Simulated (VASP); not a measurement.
# CuReO2 (R-3m) in VASP: notebook

One crystal, CuReO2, is run at these levels: r2SCAN; tasks: single point.

Everything below comes from runs of VASP 6.6.1. Logs are shortened: lines on timing, memory, paths and dates and some standing lists are left out, and cuts for length are marked.

### 1 Starting point

Symmetry: R-3m, No. 166, trigonal system. Conventional cell: a = 2.935 Å, b = 2.935 Å, c = 15.985 Å, α = 90.00°, β = 90.00°, γ = 120.00°. Around Cu (site symmetry -3m) lie 6 O at 2.33 Å. Re (site symmetry -3m) has 6 O at 2.00 Å as nearest neighbours. O (site symmetry 3m) is surrounded by 3 Re at 2.00 Å.

The cell comes from a database or a generator and needn't be the stable form of this composition.

### 2 Single point, r2SCAN, collinear spin, ferrimagnetic start

File INCAR:

```
SYSTEM = CuReO2
PREC     = Accurate       ! precision mode
ENCUT    = 520            ! plane-wave cutoff, eV
EDIFF    = 1E-6           ! SCF threshold, eV
ISMEAR   = 0              ! smearing method
SIGMA    = 0.05           ! smearing width, eV
LREAL    = .False.        ! projectors in reciprocal space
LASPH    = .True.         ! aspherical terms in the spheres
NELM     = 100            ! most SCF steps
ALGO     = Normal         ! electronic algorithm
ISIF     = 2              ! what is computed and relaxed
LWAVE    = .False.        ! write WAVECAR
LCHARG   = .True.         ! write CHGCAR
ISPIN    = 2              ! spin polarisation
MAGMOM   = 0.6 -0.5 0 0   ! initial moments
LORBIT   = 11             ! projections on sites
LMAXMIX  = 4              ! l up to which the mixer works
METAGGA  = R2SCAN         ! meta-GGA
LMIXTAU  = .True.       
LELF     = .True.         ! ELF
LVHAR    = .True.
```

File KPOINTS:

```
Automatic mesh
0
Gamma
  7 7 7
  0 0 0
```

File POSCAR:

```
CuReO2
1.0
    1.4677325500      0.8473957800      5.3284292500
   -1.4677325500      0.8473957800      5.3284292500
    0.0000000000     -1.6947915700      5.3284292500
Cu Re O
1 1 2
Direct
    0.5000000000      0.5000000000      0.5000000000
    0.0000000000      0.0000000000      0.0000000000
    0.2667000000      0.2667000000      0.2667000000
    0.7333000000      0.7333000000      0.7333000000
```

Potentials or basis: VASP PAW PBE potentials, release 64 (Cu, Re, O).

Run with:

```
$ cat potpaw_PBE.64/Cu/POTCAR potpaw_PBE.64/Re/POTCAR potpaw_PBE.64/O/POTCAR > POTCAR
$ mpirun -np 1 vasp_std > vasp.out
```

OUTCAR:

```text
SYSTEM = CuReO2
   PREC = Accurate
   ENCUT = 520
   EDIFF = 1E-6
   ISMEAR = 0
   LREAL = .False.
   LASPH = .True.
   NELM = 100
   ISIF = 2
   ISPIN = 2
   LORBIT = 11
   METAGGA = R2SCAN

 ion  position               nearest neighbor table
   1  0.500  0.500  0.500-   3 2.33   3 2.33   4 2.33   4 2.33   3 2.33   4 2.33
   2  0.000  0.000  0.000-   4 2.00   4 2.00   3 2.00   3 2.00   4 2.00   3 2.00
   3  0.267  0.267  0.267-   2 2.00   2 2.00   2 2.00   1 2.33   1 2.33   1 2.33
   4  0.733  0.733  0.733-   2 2.00   2 2.00   2 2.00   1 2.33   1 2.33   1 2.33

  LATTYP: Found a trigonal (rhomboedric) cell.
 ALAT       =     5.5914646309
 COS(alpha) =     0.8621925543

  Lattice vectors:

 A1 = (   1.4677325500,   0.8473957800,   5.3284292500)
 A2 = (  -1.4677325500,   0.8473957800,   5.3284292500)
 A3 = (   0.0000000000,  -1.6947915700,   5.3284292500)

Analysis of symmetry for initial positions (statically):
=====================================================================
 Subroutine PRICEL returns:
 Original cell was already a primitive cell.

 Routine SETGRP: Setting up the symmetry group for a
 trigonal (rhombohedral) supercell.

 Subroutine GETGRP returns: Found 12 space group operations
 (whereof 12 operations were pure point group operations)
 out of a pool of 12 trial point group operations.

The static configuration has the point symmetry D_3d.

Analysis of symmetry for dynamics (positions and initial velocities):
=====================================================================
 Subroutine PRICEL returns:
 Original cell was already a primitive cell.

 Routine SETGRP: Setting up the symmetry group for a
 trigonal (rhombohedral) supercell.

 Subroutine GETGRP returns: Found 12 space group operations
 (whereof 12 operations were pure point group operations)
 out of a pool of 12 trial point group operations.

The dynamic configuration has the point symmetry D_3d.

Analysis of structural, dynamic, and magnetic symmetry:
=====================================================================
 Subroutine PRICEL returns:
 Original cell was already a primitive cell.

 Routine SETGRP: Setting up the symmetry group for a
 trigonal (rhombohedral) supercell.

 Subroutine GETGRP returns: Found 12 space group operations
 (whereof 12 operations were pure point group operations)
 out of a pool of 12 trial point group operations.

The overall configuration has the point symmetry D_3d.

 Subroutine INISYM returns: Found 12 space group operations
 (whereof 12 operations are pure point group operations),
 and found     1 'primitive' translations

----------------------------------------------------------------------------------------

                                     Primitive cell

  volume of cell :      39.7634

  direct lattice vectors                    reciprocal lattice vectors
     1.467732550  0.847395780  5.328429250     0.340661519  0.196681020  0.062557523
    -1.467732550  0.847395780  5.328429250    -0.340661519  0.196681020  0.062557523
     0.000000000 -1.694791570  5.328429250     0.000000000 -0.393362039  0.062557522

  length of vectors
     5.591464631  5.591464631  5.591464633     0.398305332  0.398305332  0.398305332

  position of ions in fractional coordinates (direct lattice)
     0.500000000  0.500000000  0.500000000
     0.000000000  0.000000000  0.000000000
     0.266700000  0.266700000  0.266700000
     0.733300000  0.733300000  0.733300000

  ion indices of the primitive-cell ions
   primitive index   ion index
                 1           1
                 2           2
                 3           3
                 4           4

----------------------------------------------------------------------------------------

 KPOINTS: Automatic mesh

Automatic generation of k-mesh.
 Grid dimensions read from file:
 generate k-points for:    7    7    7

 Generating k-lattice:

  Cartesian coordinates                     Fractional coordinates (reciprocal lattice)
     0.048665931  0.028097289  0.008936789     0.142857143 -0.000000000  0.000000000
    -0.048665931  0.028097289  0.008936789    -0.000000000  0.142857143  0.000000000
     0.000000000 -0.056194577  0.008936789     0.000000000  0.000000000  0.142857143

  Length of vectors
     0.056900762  0.056900762  0.056900762

  Shift w.r.t. Gamma in fractional coordinates (k-lattice)
     0.000000000  0.000000000  0.000000000

 Subroutine IBZKPT returns following result:
 ===========================================

 Found     44 irreducible k-points:

 Following reciprocal coordinates:
            Coordinates               Weight
  0.000000  0.000000  0.000000      1.000000
  0.142857  0.000000  0.000000      6.000000
  0.285714 -0.000000  0.000000      6.000000
  0.428571 -0.000000 -0.000000      6.000000
  0.142857  0.142857  0.000000      6.000000
  0.285714  0.142857 -0.000000     12.000000
[... 16 lines left out ...]
  0.285714  0.285714  0.142857      6.000000
  0.428571  0.285714  0.142857     12.000000
 [... further k-points ...]
   k-points           NKPTS =     44   k-points in BZ     NKDIM =     44   number of bands    NBANDS=     19
   number of dos      NEDOS =    301   number of ions     NIONS =      4
   total plane-waves  NPLWV =  74088
   dimension x,y,z NGX =    42 NGY =   42 NGZ =   42
   dimension x,y,z NGXF=    84 NGYF=   84 NGZF=   84
   ions per type =               1   1   2
   NGX,Y,Z   is equivalent  to a cutoff of  12.49, 12.49, 12.49 a.u.
   NGXF,Y,Z  is equivalent  to a cutoff of  24.97, 24.97, 24.97 a.u.
 SYSTEM =  CuReO2
   PREC   = accura    normal or accurate (medium, high low for compatibility)
   ISTART =      0    job   : 0-new  1-cont  2-samecut
   ICHARG =      2    charge: 1-file 2-atom 10-const
   ISPIN  =      2    spin polarized calculation?
   LNONCOLLINEAR =      F non collinear calculations
   LSORBIT =      F    spin-orbit coupling
   LASPH  =      T    aspherical Exc in radial PAW
   ENCUT  =  520.0 eV  38.22 Ry    6.18 a.u.  10.40 10.40 10.40*2*pi/ulx,y,z
   NELM   =    100;   NELMIN=  2; NELMDL= -5     # of ELM steps
   EDIFF  = 0.1E-05   stopping-criterion for ELM
   LREAL  =      F    real-space projection
   EDIFFG = 0.1E-04   stopping-criterion for IOM
   NSW    =      0    number of steps for IOM
   IBRION =     -1    ionic relax: 0-MD 1-quasi-New 2-CG
   NFREE  =      0    steps in history (QN), initial steepest desc. (CG)
   ISIF   =      2    stress and relaxation
   ISYM   =      2    0-nonsym 1-usesym 2-fastsym
   POTIM  = 0.5000    time-step for ionic-motion
   TEBEG  =    0.0;   TEEND  =   0.0 temperature during run
   PSTRESS=    0.0 pullay stress
   NELECT =      30.0000    total number of electrons
   NUPDOWN=      -1.0000    fix difference up-down
   EMIN   =  10.00;   EMAX   =-10.00  energy-range for DOS
   EFERMI =   0.00;   METHOD = LEGACY
   ISMEAR =     0;   SIGMA  =   0.05  broadening in eV -4-tet -1-fermi 0-gaus
   EFERMI_NEDOS =   21; number of points for ismear=-14 and -15
   IALGO  =     38    algorithm
   IMIX   =      4    mixing-type and parameters
     AMIX     =   0.40;   BMIX     =  1.00
     AMIX_MAG =   1.60;   BMIX_MAG =  1.00
  volume/ion in A,a.u.               =       9.94        67.08
  Fermi-wavevector in a.u.,A,eV,Ry     =   1.490347  2.816347 30.220359  2.221134
  Thomas-Fermi vector in A             =   2.603140
   LORBIT       =     11    0 simple, 1 ext, 2 COOP (PROOUT), +10 PAW based schemes
   METAGGA = R2SCAN    functional components
   LHFCALC =     F    Hartree Fock is set to
   AEXX    =    0.0000 exact exchange contribution
   IVDW    =     0    specifies the selected vdW correction
   LEPSILON=     F    determine dielectric tensor
   LRPA    =     F    only Hartree local field effects (RPA)
 spin polarized calculation
 Gauss-broadening in eV      SIGMA  =   0.05
  energy-cutoff  :      520.00
  volume of cell :       39.76
 maximum number of plane-waves:      1094
 NGX is ok and might be reduce to    42
   NGX = 21   NGY = 21   NGZ = 21

 number of electron      30.0000000 magnetization       0.1000000

 number of electron      29.9999994 magnetization      -0.2019462

 Free energy of the ion-electron system (eV)
  ---------------------------------------------------
  ext. energy  EPLUGINS =         0.00000000
  ---------------------------------------------------
  free energy    TOTEN  =       -75.69979754 eV

  energy without entropy =      -75.69705205  energy(sigma->0) =      -75.69842480

 E-fermi :   8.6055     XC(G=0): -13.5728

 val. band max:        8.5881830429   @ k =   0.4286   0.2857   0.1429
 cond. band min:       8.6278245148   @ k =   0.2857   0.1429  -0.0000
 fundamental gap:      0.0396414719
 Fermi energy:         8.6054578557

 spin component 1

 k-point     1 :       0.0000    0.0000    0.0000
  band No.  band energies     occupation
      1     -15.6711      1.00000
      2     -13.7823      1.00000
      3      -2.5032      1.00000
      4      -0.8280      1.00000
      5      -0.8280      1.00000
      6       2.2070      1.00000
[... 505 lines left out ...]
      6       0.6604      1.00000
[... 11 lines left out ...]
     18      12.0034      0.00000
     19      13.1257      0.00000

 [... further k-points ...]

 spin component 2

 k-point     1 :       0.0000    0.0000    0.0000
  band No.  band energies     occupation
      1     -15.6915      1.00000
      2     -13.8019      1.00000
      3      -2.6078      1.00000
      4      -0.8565      1.00000
      5      -0.8565      1.00000
      6       2.1425      1.00000
[... 505 lines left out ...]
      6       0.6147      1.00000
[... 11 lines left out ...]
     18      11.9469      0.00000
     19      13.0621      0.00000

 [... further k-points ...]

------------------------ aborting loop because EDIFF is reached ----------------------------------------

  FORCE on cell =-STRESS in cart. coord.  units (eV):
  Direction    XX          YY          ZZ          XY          YZ          ZX
  --------------------------------------------------------------------------------------
  -------------------------------------------------------------------------------------
  Total        5.9161890      5.9161890     14.0141414      0.0000000     -0.0000000      0.0000000
  in kB      238.3795214    238.3795217    564.6682874      0.0000000     -0.0000004      0.0000000
  external PRESSURE =     347.1424435 kB  Pullay stress =       0.0000000 kB

 VOLUME and BASIS-vectors are now :
 -----------------------------------------------------------------------------
  energy-cutoff  :      520.00
  volume of cell :       39.76
      direct lattice vectors                 reciprocal lattice vectors
     1.467732550  0.847395780  5.328429250     0.340661519  0.196681020  0.062557523
    -1.467732550  0.847395780  5.328429250    -0.340661519  0.196681020  0.062557523
     0.000000000 -1.694791570  5.328429250     0.000000000 -0.393362039  0.062557522

 POSITION                                       TOTAL-FORCE (eV/Angst)
 -----------------------------------------------------------------------------------
      0.00000     -0.00000      7.99264         0.000000      0.000000     -0.000000
      0.00000      0.00000      0.00000        -0.000000      0.000000     -0.000000
      0.00000     -0.00000      4.26328        -0.000000      0.000000     -4.412442
      0.00000     -0.00000     11.72201        -0.000000     -0.000000      4.412442
 -----------------------------------------------------------------------------------
    total drift:                                0.000000      0.000000      0.000000

  FREE ENERGIE OF THE ION-ELECTRON SYSTEM (eV)
  ---------------------------------------------------
  free  energy   TOTEN  =       -75.6997975417 eV

  energy  without entropy=      -75.6970520528  energy(sigma->0) =      -75.69842480

 total charge

# of ion       s       p       d       tot
------------------------------------------
    1        0.239   0.162   9.459   9.861
    2        0.515   0.707   5.041   6.263
    3        1.574   3.530   0.000   5.104
    4        1.574   3.530   0.000   5.104
--------------------------------------------------
tot          3.903   7.929  14.500  26.332

 magnetization (x)

# of ion       s       p       d       tot
------------------------------------------
    1       -0.008  -0.002  -0.005  -0.015
    2       -0.004   0.000  -0.155  -0.160
    3       -0.002  -0.010   0.000  -0.012
    4       -0.002  -0.010   0.000  -0.012
--------------------------------------------------
tot         -0.016  -0.021  -0.161  -0.197
```

Run time: 11 min. Hardware: 1 thread of Intel Xeon Platinum 8488C (Sapphire Rapids), shared host; peak memory 0.38 GiB.

Results:

```yaml
Free_energy: -75.6998 eV
Pressure: 34.7 GPa
Largest_force: 4.412 eV/Å
Band_gap_on_the_k_mesh: none (metal or under the smearing width)
Net_moment: -0.20 μB per cell
Site_moments: Cu -0.01; Re -0.16; O -0.01 μB
Valence_electrons_inside_the_program's_atomic_spheres: Cu 9.86; Re 6.26; O 5.10
```

Forces on the atoms (eV/Å):
```
Cu   0.000  0.000  0.000
Re   0.000  0.000  0.000
O    0.000  0.000 -4.412
O    0.000  0.000  4.412
```

Stress tensor (GPa, compression positive):
```
23.84  0.00  0.00
 0.00 23.84  0.00
 0.00  0.00 56.47
```

Caveat: a pressure of tens of GPa on the cell as given is suspect, and the run, the potentials or the cell itself is likely at fault; the PAW data sets were made with another functional, which shifts forces and pressure a little; semilocal functionals often make such compounds metallic where correlation or magnetic order opens a gap, which also shifts bond lengths. The run has no spin-orbit coupling, so splittings on Re are missing.

### 3 Single point, r2SCAN

File INCAR:

```
SYSTEM = CuReO2
PREC = Accurate
ENCUT = 520
EDIFF = 1E-6
ISMEAR = 0
SIGMA = 0.05
LREAL = .FALSE.
LASPH = .TRUE.
NELM = 100
ALGO = Normal
ISIF = 2
LWAVE = .FALSE.
LCHARG = .FALSE.
METAGGA = R2SCAN
LMIXTAU = .TRUE.
```

File KPOINTS:

```
regular mesh
0
G
  7 7 7
  0 0 0
```

POSCAR is that of step 2.

Potentials or basis: VASP PAW PBE potentials, release 64 (Cu, Re, O).

Run with:

```
$ cat potpaw_PBE.64/Cu/POTCAR potpaw_PBE.64/Re/POTCAR potpaw_PBE.64/O/POTCAR > POTCAR
$ mpirun -np 1 vasp_std > vasp.out
```

Wall time 6 min (1 thread of Intel Xeon Platinum 8488C (Sapphire Rapids), shared host); peak memory 0.3 GiB.

It converged, with:

| Item | Value |
| --- | --- |
| Free energy | -75.6975 eV |
| Pressure | 34.7 GPa |
| Largest force | 4.548 eV/Å |
| Band gap on the k mesh | none (metal or under the smearing width) |

Forces in eV/Å, atoms in the order of the input:
```
Cu   0.000  0.000  0.000
Re   0.000  0.000  0.000
O    0.000  0.000 -4.548
O    0.000  0.000  4.548
```

Stress tensor (GPa, compression positive):
```
23.29  0.00  0.00
 0.00 23.29  0.00
 0.00  0.00 57.51
```

Levels at points of the mesh, in eV from the Fermi level:
| k point | band 13 | band 14 | band 15 | band 16 | band 17 | band 18 |
| --- | --- | --- | --- | --- | --- | --- |
| (0.00, 0.00, 0.00) | -2.15 | -1.56 | -1.56 | -1.07 | 0.02 | 4.16 |

Caveat: a pressure of tens of GPa on the cell as given is suspect, and the run, the potentials or the cell itself is likely at fault; the PAW data sets were made with another functional, which shifts forces and pressure a little; the run has no spin polarisation, though such a crystal can be magnetic; semilocal functionals often make such compounds metallic where correlation or magnetic order opens a gap, which also shifts bond lengths.
